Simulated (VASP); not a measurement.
# TaAl3 (I4/mmm) in VASP: a series of runs

Runs on TaAl3. Level: LDA. Tasks: relaxation of cell and atoms, single point.

Everything below comes from runs of VASP 6.6.1. Logs are shortened: lines on timing, memory, paths and dates and some standing lists are left out, and cuts for length are marked.

**1. The structure**

Symmetry: I4/mmm, No. 139, tetragonal system. Conventional cell: a = 3.859 Å, b = 3.859 Å, c = 8.565 Å, α = 90.00°, β = 90.00°, γ = 90.00°. Ta (site symmetry 4/mmm) has 12 Al at 2.73 to 2.88 Å as nearest neighbours. Al (site symmetry 4/mmm) is surrounded by 4 Ta at 2.73 Å and 8 Al at 2.88 Å. Around Al (site symmetry -4m2) lie 8 Al at 2.73 to 2.88 Å and 4 Ta at 2.88 Å.

**2. Relaxation of cell and atoms, LDA**

INCAR

```
SYSTEM = TaAl3
  PREC = Accurate
  ENCUT = 600
  EDIFF = 1E-7
  ISMEAR = 0
  SIGMA = 0.1
  LREAL = .FALSE.
  LASPH = .TRUE.
  NELM = 100
  ALGO = Fast
  ISIF = 3
  LWAVE = .FALSE.
  LCHARG = .FALSE.
  IBRION = 2
  NSW = 70
  EDIFFG = -0.005
```

KPOINTS

```
Automatic mesh
0
G
  16 16 16
  0 0 0
```

POSCAR

```
TaAl3
1.0
   -1.9295863053      1.9295863053      4.2824650190
    1.9295863053     -1.9295863053      4.2824650190
    1.9295863053      1.9295863053     -4.2824650190
Ta Al
1 3
Direct
    0.5000000000      0.5000000000      0.0000000000
    0.0000000000      0.0000000000      0.0000000000
    0.7500000000      0.2500000000      0.5000000000
    0.2500000000      0.7500000000      0.5000000000
```

Potentials or basis: VASP PAW LDA potentials, release 64 (Ta_pv, Al).

On the command line:

```console
> cat potpaw_LDA.64/Ta_pv/POTCAR potpaw_LDA.64/Al/POTCAR > POTCAR
> mpirun -np 1 vasp_std > vasp.out
```

OUTCAR:

```text
SYSTEM = TaAl3
   PREC = Accurate
   ENCUT = 600
   EDIFF = 1E-7
   ISMEAR = 0
   LREAL = .FALSE.
   LASPH = .TRUE.
   NELM = 100
   ISIF = 3
   IBRION = 2
   NSW = 70
   EDIFFG = -0.005

 ion  position               nearest neighbor table
   1  0.500  0.500  0.000-   2 2.73   2 2.73   2 2.73   2 2.73   4 2.88   3 2.88   4 2.88   3 2.88
                             4 2.88   4 2.88   3 2.88   3 2.88
   2  0.000  0.000  0.000-   1 2.73   1 2.73   1 2.73   1 2.73   4 2.88   3 2.88   4 2.88   4 2.88
                             3 2.88   3 2.88   4 2.88   3 2.88
   3  0.750  0.250  0.500-   4 2.73   4 2.73   4 2.73   4 2.73   2 2.88   1 2.88   2 2.88   2 2.88
                             1 2.88   1 2.88   2 2.88   1 2.88
   4  0.250  0.750  0.500-   3 2.73   3 2.73   3 2.73   3 2.73   2 2.88   1 2.88   2 2.88   1 2.88
                             2 2.88   2 2.88   1 2.88   1 2.88

  LATTYP: Found a body centered tetragonal cell.
 ALAT       =     3.8591726106
 C/A-ratio  =     2.2193695132

  Lattice vectors:

 A1 = (  -1.9295863053,   1.9295863053,   4.2824650190)
 A2 = (   1.9295863053,  -1.9295863053,   4.2824650190)
 A3 = (   1.9295863053,   1.9295863053,  -4.2824650190)

Analysis of symmetry for initial positions (statically):
=====================================================================
 Subroutine PRICEL returns:
 Original cell was already a primitive cell.

 Routine SETGRP: Setting up the symmetry group for a
 body centered tetragonal supercell.

 Subroutine GETGRP returns: Found 16 space group operations
 (whereof 16 operations were pure point group operations)
 out of a pool of 16 trial point group operations.

The static configuration has the point symmetry D_4h.

Analysis of symmetry for dynamics (positions and initial velocities):
=====================================================================
 Subroutine PRICEL returns:
 Original cell was already a primitive cell.

 Routine SETGRP: Setting up the symmetry group for a
 body centered tetragonal supercell.

 Subroutine GETGRP returns: Found 16 space group operations
 (whereof 16 operations were pure point group operations)
 out of a pool of 16 trial point group operations.

The dynamic configuration has the point symmetry D_4h.

 Subroutine INISYM returns: Found 16 space group operations
 (whereof 16 operations are pure point group operations),
 and found     1 'primitive' translations

----------------------------------------------------------------------------------------

                                     Primitive cell

  volume of cell :      63.7797

  direct lattice vectors                    reciprocal lattice vectors
    -1.929586305  1.929586305  4.282465019     0.000000000  0.259122900  0.116755186
     1.929586305 -1.929586305  4.282465019     0.259122900  0.000000000  0.116755186
     1.929586305  1.929586305 -4.282465019     0.259122900  0.259122900  0.000000000

  length of vectors
     5.078002881  5.078002881  5.078002881     0.284211982  0.284211982  0.366455120

  position of ions in fractional coordinates (direct lattice)
     0.500000000  0.500000000  0.000000000
     0.000000000  0.000000000  0.000000000
     0.750000000  0.250000000  0.500000000
     0.250000000  0.750000000  0.500000000

  ion indices of the primitive-cell ions
   primitive index   ion index
                 1           1
                 2           2
                 3           3
                 4           4

----------------------------------------------------------------------------------------

 KPOINTS: Automatic mesh

Automatic generation of k-mesh.
 Grid dimensions read from file:
 generate k-points for:   16   16   16

 Generating k-lattice:

  Cartesian coordinates                     Fractional coordinates (reciprocal lattice)
     0.000000000  0.016195181  0.007297199     0.062500000 -0.000000000  0.000000000
     0.016195181  0.000000000  0.007297199    -0.000000000  0.062500000  0.000000000
     0.016195181  0.016195181  0.000000000     0.000000000  0.000000000  0.062500000

  Length of vectors
     0.017763249  0.017763249  0.022903445

  Shift w.r.t. Gamma in fractional coordinates (k-lattice)
     0.000000000  0.000000000  0.000000000

 Subroutine IBZKPT returns following result:
 ===========================================

 Found    349 irreducible k-points:

 Following reciprocal coordinates:
            Coordinates               Weight
  0.000000  0.000000  0.000000      1.000000
  0.062500 -0.000000  0.000000      8.000000
  0.125000 -0.000000  0.000000      8.000000
  0.187500 -0.000000  0.000000      8.000000
  0.250000 -0.000000  0.000000      8.000000
  0.312500  0.000000  0.000000      8.000000
[... 16 lines left out ...]
 -0.125000  0.062500 -0.000000     16.000000
 -0.062500  0.062500  0.000000      4.000000
 [... further k-points ...]
   k-points           NKPTS =    349   k-points in BZ     NKDIM =    349   number of bands    NBANDS=     14
   number of dos      NEDOS =    301   number of ions     NIONS =      4
   total plane-waves  NPLWV =  74088
   dimension x,y,z NGX =    42 NGY =   42 NGZ =   42
   dimension x,y,z NGXF=    84 NGYF=   84 NGZF=   84
   ions per type =               1   3
   NGX,Y,Z   is equivalent  to a cutoff of  13.75, 13.75, 13.75 a.u.
   NGXF,Y,Z  is equivalent  to a cutoff of  27.50, 27.50, 27.50 a.u.
 SYSTEM =  TaAl3
   PREC   = accura    normal or accurate (medium, high low for compatibility)
   ISTART =      0    job   : 0-new  1-cont  2-samecut
   ICHARG =      2    charge: 1-file 2-atom 10-const
   ISPIN  =      1    spin polarized calculation?
   LNONCOLLINEAR =      F non collinear calculations
   LSORBIT =      F    spin-orbit coupling
   LASPH  =      T    aspherical Exc in radial PAW
   ENCUT  =  600.0 eV  44.10 Ry    6.64 a.u.  10.14 10.14 10.14*2*pi/ulx,y,z
   NELM   =    100;   NELMIN=  2; NELMDL= -5     # of ELM steps
   EDIFF  = 0.1E-06   stopping-criterion for ELM
   LREAL  =      F    real-space projection
   EDIFFG = -.5E-02   stopping-criterion for IOM
   NSW    =     70    number of steps for IOM
   IBRION =      2    ionic relax: 0-MD 1-quasi-New 2-CG
   NFREE  =      1    steps in history (QN), initial steepest desc. (CG)
   ISIF   =      3    stress and relaxation
   ISYM   =      2    0-nonsym 1-usesym 2-fastsym
   POTIM  = 0.5000    time-step for ionic-motion
   TEBEG  =    0.0;   TEEND  =   0.0 temperature during run
   PSTRESS=    0.0 pullay stress
   NELECT =      20.0000    total number of electrons
   NUPDOWN=      -1.0000    fix difference up-down
   EMIN   =  10.00;   EMAX   =-10.00  energy-range for DOS
   EFERMI =   0.00;   METHOD = LEGACY
   ISMEAR =     0;   SIGMA  =   0.10  broadening in eV -4-tet -1-fermi 0-gaus
   EFERMI_NEDOS =   21; number of points for ismear=-14 and -15
   IALGO  =     68    algorithm
   IMIX   =      4    mixing-type and parameters
     AMIX     =   0.40;   BMIX     =  1.00
     AMIX_MAG =   1.60;   BMIX_MAG =  1.00
  volume/ion in A,a.u.               =      15.94       107.60
  Fermi-wavevector in a.u.,A,eV,Ry     =   1.112220  2.101791 16.830864  1.237034
  Thomas-Fermi vector in A             =   2.248792
   LORBIT       =      0    0 simple, 1 ext, 2 COOP (PROOUT), +10 PAW based schemes
   GGA     = CA    functional components
   LHFCALC =     F    Hartree Fock is set to
   AEXX    =    0.0000 exact exchange contribution
   IVDW    =     0    specifies the selected vdW correction
   LEPSILON=     F    determine dielectric tensor
   LRPA    =     F    only Hartree local field effects (RPA)
 conjugate gradient relaxation of ions
 non-spin polarized calculation
 RMM-DIIS sequential band-by-band and
 Gauss-broadening in eV      SIGMA  =   0.10
  energy-cutoff  :      600.00
  volume of cell :       63.78
 maximum number of plane-waves:      2150
 NGX is ok and might be reduce to    42
   NGX = 21   NGY = 21   NGZ = 21

--------------------------------------- Ionic step        1  -------------------------------------------

 number of electron      20.0000001 magnetization

 Free energy of the ion-electron system (eV)
  ---------------------------------------------------
  ext. energy  EPLUGINS =         0.00000000
  ---------------------------------------------------
  free energy    TOTEN  =       -26.68612993 eV

  energy without entropy =      -26.68268721  energy(sigma->0) =      -26.68440857

------------------------ aborting loop because EDIFF is reached ----------------------------------------

  FORCE on cell =-STRESS in cart. coord.  units (eV):
  Direction    XX          YY          ZZ          XY          YZ          ZX
  --------------------------------------------------------------------------------------
  -------------------------------------------------------------------------------------
  Total       -2.4653472     -2.4653472     -2.1976328      0.0000000      0.0000000      0.0000000
  in kB      -61.9307655    -61.9307655    -55.2056437      0.0000000      0.0000000      0.0000000
  external PRESSURE =     -59.6890583 kB  Pullay stress =       0.0000000 kB
[... 175 lines left out ...]
  energy  without entropy=      -26.7376537243  energy(sigma->0) =      -26.73924627

--------------------------------------- Ionic step        6  -------------------------------------------

 number of electron      20.0000000 magnetization

 Free energy of the ion-electron system (eV)
  ---------------------------------------------------
  ext. energy  EPLUGINS =         0.00000000
  ---------------------------------------------------
  free energy    TOTEN  =       -26.74084648 eV

  energy without entropy =      -26.73766513  energy(sigma->0) =      -26.73925580

 E-fermi :   8.2031     XC(G=0): -11.4298

 val. band max:        8.1923565973   @ k =  -0.1875  -0.2500   0.1875
 cond. band min:       8.2085109636   @ k =  -0.3750   0.3750   0.3750
 fundamental gap:      0.0161543662
 Fermi energy:         8.2030831718

 k-point     1 :       0.0000    0.0000    0.0000
  band No.  band energies     occupation
      1     -25.8184      2.00000
      2     -25.8184      2.00000
      3     -25.6277      2.00000
      4      -2.8660      2.00000
      5       4.1153      2.00000
      6       5.2062      2.00000
      7       5.2399      2.00000
      8       5.9227      2.00000
      9       5.9227      2.00000
     10       8.3559      0.03065
     11       9.6144      0.00000
     12       9.6144      0.00000
     13      10.0525      0.00000
     14      10.2745      0.00000
[... 375 lines left out ...]
 k-point    24 :      -0.0625    0.0625    0.0000
  band No.  band energies     occupation
      1     -25.8206      2.00000
      2     -25.8202      2.00000
      3     -25.6274      2.00000
      4      -2.7742      2.00000
      5       4.1996      2.00000
      6       4.9643      2.00000
      7       5.2178      2.00000
      8       5.6723      2.00000
      9       6.1860      2.00000
     10       7.8416      2.00000
     11       9.7242      0.00000
     12       9.7748      0.00000
     13      10.1754      0.00000
     14      10.4073      0.00000

 [... further k-points ...]
[... 5 lines left out ...]
  --------------------------------------------------------------------------------------
  -------------------------------------------------------------------------------------
  Total       -0.0078390     -0.0078390      0.0056020      0.0000000      0.0000000     -0.0000000
  in kB       -0.2060051     -0.2060051      0.1472176      0.0000000      0.0000000     -0.0000000
  external PRESSURE =      -0.0882642 kB  Pullay stress =       0.0000000 kB
[... 19 lines left out ...]
  FREE ENERGIE OF THE ION-ELECTRON SYSTEM (eV)
  ---------------------------------------------------
  free  energy   TOTEN  =       -26.7408464779 eV

  energy  without entropy=      -26.7376651258  energy(sigma->0) =      -26.73925580

 reached required accuracy - stopping structural energy minimisation
```

It took 17 min on 1 thread of Intel Xeon 6975P-C (Granite Rapids), shared host; peak memory 0.54 GiB.

What came out:

| Property | Result |
| --- | --- |
| Free energy | -26.7408 eV |
| Relaxed volume | 15.24 Å³/atom |
| Relaxed cell | a = 5.006 Å, b = 5.006 Å, c = 5.006 Å, α = 135.40°, β = 135.40°, γ = 64.91° |
| Space group after relaxing (to 0.05 Å) | I4/mmm (No. 139) |
| Energy gained by relaxing | 13.7 meV/atom |
| Ionic steps | 6 |
| Pressure after relaxing | 0.0 GPa |
| Band gap on the k mesh | none (metal or under the smearing width) |

Step by step:
```csv
step,energy change (eV),largest force (eV/Å),pressure (GPa),volume (Å³)
1,0.0000,0.0000,-5.97,63.78
2,-0.0043,0.0000,6.65,58.45
3,-0.0547,0.0000,-0.04,60.98
4,-0.0547,0.0000,0.09,60.93
5,-0.0547,0.0000,-0.09,61.00
6,-0.0547,0.0000,-0.01,60.97
```

Final structure:
```xyz
4
Lattice="-1.8996 1.8996 4.2240 1.8996 -1.8996 4.2240 1.8996 1.8996 -4.2240" Properties=species:S:1:pos:R:3 pbc="T T T"
Ta    0.0000    0.0000    4.2240
Al    0.0000    0.0000    0.0000
Al    0.0000    1.8996    2.1120
Al    1.8996    0.0000    2.1120
```

Spin-orbit coupling is left out, which matters for the levels of Ta. Zero-point motion and thermal expansion aren't in these numbers.

(Continued in part 2 of 2.)
